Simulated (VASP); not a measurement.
VASP runs on CuGaSe₂ (space group I-42d) share one base input (PBE GGA, plane waves, VASP's PBE PAW potentials (set 64)) and change the settings named in each case.

File KPOINTS:
```
kpoints
0
Gamma
  6 6 6
0 0 0
```

### POSCAR
```
CuGaSe2
1
   -2.7637660000     2.7637660000     5.4290030000
    2.7637660000    -2.7637660000     5.4290030000
    2.7637660000     2.7637660000    -5.4290030000
Ga Cu Se
2 2 4
Direct
  0.5000000000   0.5000000000   0.0000000000
  0.2500000000   0.7500000000   0.5000000000
  0.0000000000   0.0000000000   0.0000000000
  0.7500000000   0.2500000000   0.5000000000
  0.8750000000   0.8750000000   0.5000000000
  0.1250000000   0.6250000000   0.0000000000
  0.3750000000   0.3750000000   0.5000000000
  0.6250000000   0.1250000000   0.0000000000
```

### INCAR
```
ALGO = Normal
EDIFF = 1E-6
ENCUT = 300
GGA = PE
ISIF = 2
ISMEAR = 0
LASPH = .True.
LCHARG = .False.
LMAXMIX = 4
LREAL = .False.
LWAVE = .False.
NELM = 100
PREC = Accurate
SIGMA = 0.01
SYSTEM = CuGaSe2
```

POTCAR, in this order: Ga_d Cu Se (PBE.64 set). Program: vasp_std.

```
change                                                   E(σ→0) (eV/atom)  pressure (GPa)  largest force (eV/Å)  −TS (eV)
-------------------------------------------------------  ----------------  --------------  --------------------  --------
base run                                                          -3.8480            6.55                 0.442    0.0000
SIGMA = 0.8                                                       -3.8420               ?                     ?         ?
ISYM = 0                                                          -3.8480            6.56                 0.441    0.0000
ENCUT = 345                                                       -3.8494            6.91                 0.446    0.0000
KPOINTS 2×2×2 Γ-centred mesh                                      -3.8155            6.59                 0.378    0.0000
IVDW = 12                                                         -4.2090            3.57                 0.440    0.0000
KPOINTS 5×5×5 Γ-centred mesh shifted by (0.5, 0.5, 0.5)           -3.8482            6.56                     ?    0.0000
```

Task: What belongs in the gaps?

Result: 
- SIGMA = 0.8, pressure (GPa): 6.84
- SIGMA = 0.8, largest force (eV/Å): 0.476
- SIGMA = 0.8, −TS (eV): -0.1558
- KPOINTS 5×5×5 Γ-centred mesh shifted by (0.5, 0.5, 0.5), largest force (eV/Å): 0.443

Energies of different potentials or functionals have different zeros.  The base run's pressure lies -0.35 GPa from that at 345 eV (Pulay error).

Left out are runs that ran out of time, are held back, or changed the cell or the kind of run, fixed moments of cells without a moment, rows past the twelfth, gaps on odd meshes, pressures of charged cells and columns that move by less than the noise.

The structure is a typed CuGaSe2 crystal. The cell was not relaxed at this level, forces remain on its atoms, its lattice was scaled by up to 2.5 %.
